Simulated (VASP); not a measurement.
Input for VASP

INCAR:
```
SYSTEM = ZnS
PREC = Accurate
ENCUT = 500
EDIFF = 1E-6
NELM = 100
ALGO = Normal
LREAL = .FALSE.
LASPH = .TRUE.
ISMEAR = 0
SIGMA = 0.05
GGA = PE
LMAXMIX = 4
LWAVE = .FALSE.
LCHARG = .FALSE.
IBRION = 2
ISIF = 3
NSW = 40
EDIFFG = -0.02
PSTRESS = 50
```

**KPOINTS**
```
K-points
0
G
8 8 8
```

**POSCAR**
```
ZnS
1
    0.0000000000     2.7243118048     2.7243118048
    2.7243118048     0.0000000000     2.7243118048
    2.7243118048     2.7243118048     0.0000000000
Zn S
1 1
Direct
  0.0000000000   0.0000000000   0.0000000000
  0.2500000000   0.2500000000   0.2500000000
```

POTCAR, in this order: Zn S (PBE.64 set). Program: vasp_std.

Question: Translate this PBE calculation to Quantum ESPRESSO's pw.x.

Answer: One equivalent input (not run):
```
&CONTROL
  calculation = 'vc-relax'
  pseudo_dir = './pseudo'
  outdir = './out'
  tprnfor = .true.
  tstress = .true.
  nstep = 40
  forc_conv_thr = 0.00078
/
&SYSTEM
  ibrav = 0
  nat = 2
  ntyp = 2
  ecutwfc = 84
  occupations = 'smearing'
  smearing = 'gaussian'
  degauss = 0.003675
  input_dft = 'pbe'
/
&ELECTRONS
  conv_thr = 7.3e-08
  electron_maxstep = 100
/
&IONS
/
&CELL
  press = 50
/
ATOMIC_SPECIES
  Zn 65.380 Zn.upf
  S 32.060 S.upf
CELL_PARAMETERS angstrom
     0.0000000    2.7243118    2.7243118
     2.7243118    0.0000000    2.7243118
     2.7243118    2.7243118    0.0000000
ATOMIC_POSITIONS crystal
  Zn   0.0000000  0.0000000  0.0000000
  S    0.2500000  0.2500000  0.2500000
K_POINTS automatic
  8 8 8 0 0 0
```
What does not carry over: the potentials are each code's own (VASP's PAW set, PseudoDojo norm-conserving files in pw.x), so ENCUT and ecutwfc are chosen apart and not converted; conv_thr bounds pw.x's estimated SCF error, while EDIFF bounds the energy change between steps; forc_conv_thr acts on force components and is met together with etot_conv_thr.

The compound is ZnS in the zinc blende structure. This run relaxes it under an external pressure of 5 GPa. Symmetry was kept, so distortions that lower it aren't found.
